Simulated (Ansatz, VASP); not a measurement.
## TiAl (TiAl in the B2 ordering): VASP beside Ansatz

Wanted: the spread between two codes on one cell, functional and k mesh. The cell is generated by rule, not measured, and may not be a known phase. The cell is taken from a series of runs on this material, whose earlier steps may have relaxed, scaled, displaced or heated it; both programs get it as it stands.

Main program and level: Ansatz 0.2.0; plane waves, with VASP 6.6.1 beside it; single point at PBEsol.

The structure was built from a prototype and need not be the compound's stable phase.

### Step 1. The starting structure

It takes space group Pm-3m (No. 221, cubic). Conventional cell: a = 3.248 Å, b = 3.248 Å, c = 3.248 Å, α = 90.00°, β = 90.00°, γ = 90.00°. Nearest to Al lie 8 Ti at 2.81 Å. Ti has 8 Al at 2.81 Å nearest. Farther neighbours are not listed.

Structure file:

```xyz
2
Lattice="3.2479 0.0000 0.0000 0.0000 3.2479 0.0000 0.0000 0.0000 3.2479" Properties=species:S:1:pos:R:3 pbc="T T T"
Al    0.0000    0.0000    0.0000
Ti    1.6239    1.6239    1.6239
```

### Step 2. VASP: single point, PBEsol

With cell and atoms fixed, the geometry can't cause a difference; cores, projectors, grids and the points listed under the comparison can.

Lines of VASP's logs that name or quote its potential files are left out, and so is its time.

Input file INCAR:

```
SYSTEM = TiAl
PREC = Accurate
ENCUT = 500
EDIFF = 1E-06
NELM = 120
ISMEAR = 0
SIGMA = 0.1
LREAL = .FALSE.
ALGO = Normal
GGA = PS
NBANDS = 13
LASPH = .TRUE.
LORBIT = 11
LWAVE = .FALSE.
LCHARG = .FALSE.
ISIF = 2
GGA_COMPAT = .FALSE.
```

Input file POSCAR:

```
TiAl
1.0
    3.2478600000      0.0000000000      0.0000000000
    0.0000000000      3.2478600000      0.0000000000
    0.0000000000      0.0000000000      3.2478600000
Al Ti
1 1
Direct
    0.0000000000      0.0000000000      0.0000000000
    0.5000000000      0.5000000000      0.5000000000
```

Input file KPOINTS:

```
Automatic mesh
0
Gamma
6 6 6
0 0 0
```

PAW data sets: Al and Ti_sv (PBE family, release 64).

On the command line:

```console
$ mpirun -np 1 vasp_std
```

Numbers of over 12 decimals in the logs are rounded to 6 here.

Output:

```text
[banner, memory and clock lines left out]
running    1 mpi-ranks, on    1 nodes
 distrk:  each k-point on    1 cores,    1 groups
 distr:  one band on    1 cores,    1 groups

 POSCAR found type information on POSCAR AlTi
 POSCAR found :  2 types and       2 ions
|                                                                             |
|               ----> ADVICE to this user running VASP <----                  |
|                                                                             |
|     You enforced a specific xc type in the INCAR file but a different       |
|     [... a line on the potential file left out ...]
|     I HOPE YOU KNOW WHAT YOU ARE DOING!                                     |
|                                                                             |

 LDA part: xc-table for (Slater+PW92), standard interpolation
 POSCAR, INCAR and KPOINTS ok, starting setup
 FFT: planning ... GRIDC
 FFT: planning ... GRID_SOFT
 FFT: planning ... GRID
 WAVECAR not read
 entering main loop
       N       E                     dE             d eps       ncg     rms          rms(c)
DAV:   1     0.106639405329E+03    0.10664E+03   -0.72145E+03   520   0.109E+03
DAV:   2    -0.441217488436E+01   -0.11105E+03   -0.10722E+03   530   0.316E+02
DAV:   3    -0.141905166775E+02   -0.97783E+01   -0.95768E+01   926   0.790E+01
DAV:   4    -0.147313565118E+02   -0.54084E+00   -0.53952E+00   654   0.157E+01
DAV:   5    -0.147497231301E+02   -0.18367E-01   -0.18363E-01   730   0.274E+00    0.962E+00
DAV:   6    -0.130101696165E+02    0.17396E+01   -0.79965E+00   601   0.345E+01    0.309E+00
DAV:   7    -0.129092618495E+02    0.10091E+00   -0.78309E-01   578   0.105E+01    0.160E+00
DAV:   8    -0.128947411044E+02    0.14521E-01   -0.75092E-02   641   0.278E+00    0.552E-01
DAV:   9    -0.128911406597E+02    0.36004E-02   -0.14945E-02   591   0.161E+00    0.153E-01
DAV:  10    -0.128912570006E+02   -0.11634E-03   -0.41933E-04   623   0.215E-01    0.609E-02
DAV:  11    -0.128912552147E+02    0.17859E-05   -0.11897E-04   708   0.104E-01    0.109E-02
DAV:  12    -0.128912546789E+02    0.53579E-06   -0.33807E-06   572   0.146E-02
   1 F= -.12891255E+02 E0= -.12884445E+02  d E =-.136188E-01
```

OUTCAR, selected parts (step 2):

```text
ion  position               nearest neighbor table
   1  0.000  0.000  0.000-   2 2.81   2 2.81   2 2.81   2 2.81   2 2.81   2 2.81   2 2.81   2 2.81

  LATTYP: Found a simple cubic cell.
 ALAT       =     3.2478600000

 Subroutine GETGRP returns: Found 48 space group operations
 (whereof 48 operations were pure point group operations)

The static configuration has the point symmetry O_h .

 Found     20 irreducible k-points:

   k-points           NKPTS =     20   k-points in BZ     NKDIM =     20   number of bands    NBANDS=     13

   dimension x,y,z NGX =    24 NGY =   24 NGZ =   24
   dimension x,y,z NGXF=    48 NGYF=   48 NGZF=   48

   ENCUT  =  500.0 eV  36.75 Ry    6.06 a.u.   5.92  5.92  5.92*2*pi/ulx,y,z

   NELECT =      15.0000    total number of electrons

 k-points in reciprocal lattice and weights: Automatic mesh
   0.00000000  0.00000000  0.00000000       0.005
   0.16666667  0.00000000  0.00000000       0.028
   0.33333333  0.00000000  0.00000000       0.028
   0.50000000  0.00000000  0.00000000       0.014
   0.16666667  0.16666667  0.00000000       0.056
   0.33333333  0.16666667  0.00000000       0.111
   0.50000000  0.16666667  0.00000000       0.056
   0.33333333  0.33333333  0.00000000       0.056
   0.50000000  0.33333333  0.00000000       0.056
[...]
0.50000000  0.50000000  0.33333333       0.028
   0.50000000  0.50000000  0.50000000       0.005

 average (electrostatic) potential at core
       1 -71.9031       2 -72.7620

 E-fermi :   8.0353

 k-point     1 :       0.0000    0.0000    0.0000
  band No.  band energies     occupation
    ...
      3     -25.0681      2.00000
      4     -25.0681      2.00000
      5      -0.9575      2.00000
      6       6.7311      2.00000
      7       6.7312      2.00000
      8       9.6730      0.00000
      9       9.6730      0.00000
     10       9.6730      0.00000
     11      12.1357      0.00000
     12      12.1357      0.00000
    ...

 k-point     2 :       0.1667    0.0000    0.0000
  band No.  band energies     occupation
    ...
      3     -25.0650      2.00000
      4     -25.0650      2.00000
      5      -0.5413      2.00000
      6       6.3959      2.00000
      7       6.9068      2.00000
      8       9.1210      0.00000
      9       9.1210      0.00000
     10       9.7178      0.00000
     11      10.9418      0.00000
     12      13.0119      0.00000
    ...

 k-point     3 :       0.3333    0.0000    0.0000
  band No.  band energies     occupation
    ...
      3     -25.0590      2.00000
      4     -25.0590      2.00000
      5       0.6474      2.00000
      6       4.8037      2.00000
      7       7.3069      2.00000
      8       8.4144      0.00000
      9       8.4144      0.00000
     10       9.8097      0.00000
     11      10.5272      0.00000
     12      14.7547      0.00000
    ...

  Total       -1.8855464     -1.8855464     -1.8855464     -0.0000000     -0.0000000      0.0000000
  in kB      -88.1771201    -88.1771201    -88.1771201     -0.0000000     -0.0000000      0.0000000
  external PRESSURE =     -88.1771201 kB  Pullay stress =       0.0000000 kB

  energy-cutoff  :      500.00
  volume of cell :       34.26
      direct lattice vectors                 reciprocal lattice vectors
     3.247860000  0.000000000  0.000000000     0.307895045  0.000000000  0.000000000
     0.000000000  3.247860000  0.000000000     0.000000000  0.307895045  0.000000000
     0.000000000  0.000000000  3.247860000     0.000000000  0.000000000  0.307895045

 POSITION                                       TOTAL-FORCE (eV/Angst)
 -----------------------------------------------------------------------------------
      0.00000      0.00000      0.00000         0.000000      0.000000      0.000000
      1.62393      1.62393      1.62393         0.000000      0.000000      0.000000
 -----------------------------------------------------------------------------------
    total drift:                                0.000000      0.000000     -0.000000

  FREE ENERGIE OF THE ION-ELECTRON SYSTEM (eV)
  ---------------------------------------------------
  free  energy   TOTEN  =       -12.8912546789 eV

  energy  without entropy=      -12.8776358550  energy(sigma->0) =      -12.88444527

 total charge
# of ion       s       p       d       tot
------------------------------------------
    1        0.415   0.377   0.000   0.791
    2        2.183   6.104   1.931  10.218
--------------------------------------------------
tot          2.597   6.481   1.931  11.009

[... 3 further parts left out ...]
```

This run has no spin polarisation. Its electron count is odd, so without a moment it is a metal by construction.

### Step 3. Ansatz: single point, PBEsol

Ansatz runs on its default PAW (the set named soft_2) files.

The same cell, functional, mesh and smearing now go to Ansatz, which takes its cutoff from its data sets.

Input file input.yaml:

```yaml
crystal:
  lattice:
    - [3.24786, 0.0, 0.0]
    - [0.0, 3.24786, 0.0]
    - [0.0, 0.0, 3.24786]
  atoms:
    - { symbol: Al, position: [0.0, 0.0, 0.0] }
    - { symbol: Ti, position: [0.5, 0.5, 0.5] }
kpoints:
  mp_grid: { grid: [6, 6, 6] }
hamiltonian:
  xc: pbesol
scf:
  occupations: { method: gaussian, width: 0.1 }
output:
  forces: true
  stress: true
  eigenvalues: true
```

On the command line:

```console
$ ansatz run input.yaml --threads 4 --pin off --max-ram 8192MiB --backend cpu --events-out ev --progress --plain --runs-dir out
```

Output:

```text
Engine: ansatz 0.2.0, x86_64-unknown-linux-gnu
Pseudopotentials: kind: paw
Pseudopotential: Al, paw, valence charge 3, recommended cutoff 420 eV (normal), Al.paw.azcp
Pseudopotential: Ti, paw, valence charge 12, recommended cutoff 420 eV (normal), Ti.paw.azcp
Functional definition: PBEsol
  exchange = pbesol_x
  correlation = pbesol_c
Crystal: 2 atoms, lattice volume = 34.260 Å³
Basis set: ecut = 420 eV, 691 PW (Γ), exchange–correlation on 48×48×48 points (8 copies of the dense FFT grid, shifted against one another)
Bands: 12, of which v1, the nominal top of the filled ones, is band 8 counted from 1 (7 counted from 0)
Symmetry: 48 space group operations
Space group: Pm-3m (ITA 221), of the structure as read, at distance tolerance 3.2e-5 Å
k-points: 20 of 216
Non-local potential: Al, projectors of the file, l = 0: 2, l = 1: 2, l = 2: 1
Non-local potential: Ti, projectors of the file, l = 0: 3, l = 1: 2, l = 2: 3, l = 3: 1
PAW form: soft (Blöchl's): semilocal exchange-correlation on the pseudo side does not see the compensation charge
PAW frozen core: Al, regenerated for the run's functional, and the local potential with it (the file was generated under x = pbe(κ = 0.804, μ = 0.219515), c = pbe(β = 0.066725))
PAW frozen core: Ti, regenerated for the run's functional, and the local potential with it (the file was generated under x = pbe(κ = 0.804, μ = 0.219515), c = pbe(β = 0.066725))
PAW one-centre angular grid: Al, 110 points (default); XC on 64 Gauss nodes
PAW one-centre angular grid: Ti, 590 points (default); XC on 64 Gauss nodes
Initial density: superposition of atomic densities (neutral atoms: chi_scale 0, normalization atom), corrected by the library's trained network
Initial wavefunctions: pseudopotential atomic-orbital guess
Functional: x = pbesol(κ = 0.804, μ = 0.123457), c = pbesol(β = 0.046)
SCF iter   1: F=—  HF=-2998.910465 eV  |F-HF|=—  |Δ(HF+E_count)|=         —  Δρ=5.17e-3  dr2=1.28e-2  ethr=1.77e-3  ⟨swp⟩=5.0  Hψ=1221  notcnv=0
preconditioner: auto → none  [insulator: Δε(μ)=0.112 eV  Ē_g=5.034 eV  σ=0.100 eV  W_gap=0.57  n_scr=6 (ndim 8)  ℏωp=16.8 eV  f_vac=0.000  D(μ)=2.70/eV (n_scr^D=26)  ε∞_Penn≈12.1]
SCF iter   2: F=—  HF=-2998.907007 eV  |F-HF|=—  |Δ(HF+E_count)|=   3.46e-3  Δρ=2.00e-3  dr2=1.53e-3  ethr=8.55e-5  ⟨swp⟩=1.0  Hψ=400  notcnv=0
SCF iter   3: F=—  HF=-2998.906610 eV  |F-HF|=—  |Δ(HF+E_count)|=   3.96e-4  Δρ=1.90e-4  dr2=3.01e-6  ethr=1.02e-5  ⟨swp⟩=2.0  Hψ=291  notcnv=0
SCF iter   4: F=—  HF=-2998.906624 eV  |F-HF|=—  |Δ(HF+E_count)|=   1.35e-5  Δρ=3.06e-5  dr2=2.05e-7  ethr=2.00e-8  ⟨swp⟩=2.5  Hψ=370  notcnv=0
iter 5 did not close the SCF: its close was put off for the readings that it lacked (scf_convergence_deferred on its scf_iter line)
SCF iter   5: F=-2998.906624 eV  HF=-2998.906624 eV  |F-HF|=1.73e-9  |Δ(HF+E_count)|=   5.85e-8  Δρ=1.90e-6  dr2=1.98e-9  ethr=1.37e-9  ⟨swp⟩=2.5  Hψ=390  notcnv=0
SCF iter   6: F=-2998.906624 eV  HF=-2998.906624 eV  |F-HF|=4.55e-12  |Δ(HF+E_count)|=  7.54e-10  Δρ=2.80e-7  dr2=1.00e-11  ethr=1.32e-11  ⟨swp⟩=2.3  Hψ=727  notcnv=0
SCF 1 converged in 6 iterations: F = -2998.906624 eV  dr2 = 1.00e-11
  greatest PAW one-centre occupation: 0.999 electrons in one spin orbital (limit 2), on the Ti atom at site 1 (counted from 0), in its partial waves of l = 0
SCF converged after 6 iterations
Free energy (F): -2998.906624 eV
Harris-Foulkes:  -2998.906624 eV  (|F-HF|=4.55e-12)
Internal energy: -2998.893038 eV  (E = F + TS)
E sigma→0 (E₀):  -2998.899831 eV
Entropy (-TS):   -0.013586 eV (-6.793 meV/atom)
Fermi energy:    10.540168 eV
--- Per-component energies (eV) ---
  E_band       = -175.218775
  E_kinetic    = 293.842133
  E_local      = -1054.737086  (includes V_loc(G=0)·N_el)
  E_nonlocal   = 20.390871
  E_hartree    = 444.828326
  E_xc         = -135.545454
  E_vxc        = -149.924868  (∫ρ·V_xc dr)
  E_paw        = -1477.511503  (= ΣΔE_a)
  E_vpaw       = -174.446633  (= ΣTr[D̂ρ^β])
  E_aug_tail   = 0.000109  (compensation charges beyond the density's cutoff)
  E_ewald      = -1090.318956
  E_core_change = 0.158523  (= ΣΔE_core)
  E_smearing   = -0.013586  (= −TS)
  E_closure    = -0.000000  (closes the sum)
  Σ components = -2998.906624   (vs F -2998.906624, Δ=0.00e0)
--- Forces (eV/Å), atoms counted from 1 ---
  atom   1  Al     0.00000000     0.00000000    -0.00000000
  atom   2  Ti     0.00000000     0.00000000    -0.00000000
  max |Σ_I F_I| component: 8.51e-30 eV/Å
--- Stress (GPa, compression-positive) ---
       -8.778560       0.000000       0.000000
        0.000000      -8.778560       0.000000
       -0.000000       0.000000      -8.778560
  P = ⅓ Tr σ = -8.7786 GPa (-87.786 kbar)
--- Band table (eV; the first three rows and the last of 20) ---
  k-point 0: bands = [... 4 lower, 1.5434, 9.2341, 9.2341, 12.1826, 12.1826, 12.1826, 14.6328, 14.6328]
  k-point 1: bands = [... 4 lower, 1.9602, 8.8985, 9.4101, 11.6284, 11.6284, 12.2278, 13.4447, 15.5100]
  k-point 2: bands = [... 4 lower, 3.1497, 7.3062, 9.8109, 10.9202, 10.9202, 12.3203, 13.0361, 17.2499]
  k-point 19: bands = [... 4 lower, 7.6217, 7.6217, 7.6217, 10.8033, 13.1193, 13.1193, 13.2577, 13.2577]
```

The column dr2 measures how far the density is from self-consistency, as an energy; F and HF (Harris–Foulkes) agree once it is small.

The run ends at a pressure of -8.78 GPa.

### Step 4. Comparison

Known differences besides the potentials themselves: the cutoff is 420 eV in Ansatz and 500 eV in VASP; Ansatz makes its cores anew for this functional, VASP keeps those of its PBE data sets. Total energies have different zeros and are not compared.

Both answers:

```
      quantity  Ansatz   VASP  difference
pressure (GPa)   -8.78  -8.82       +0.04
```

### Step 5. Results

| Item | Value |
| --- | --- |
| difference in pressure (single point, PBEsol) | 0.039 GPa |

In words: The difference in pressure is 0.039 GPa (single point, PBEsol), within the 1 GPa picked in this series as the mark of a large difference. How closely two codes agree says nothing of how well the functional describes the real material.

[Lines on the potential files, build, host, timing and source positions are cut from VASP's logs without a mark.]

[Logs are printed without paths, hosts, clocks, repeated set-up lines and the standing remarks that a program may print on its own settings, such as how far it seeks lower states.]

[Hosts, paths, dates, database ids (printed as entryN), source tags and the programs' standing remarks are cut or masked in the printed files.]
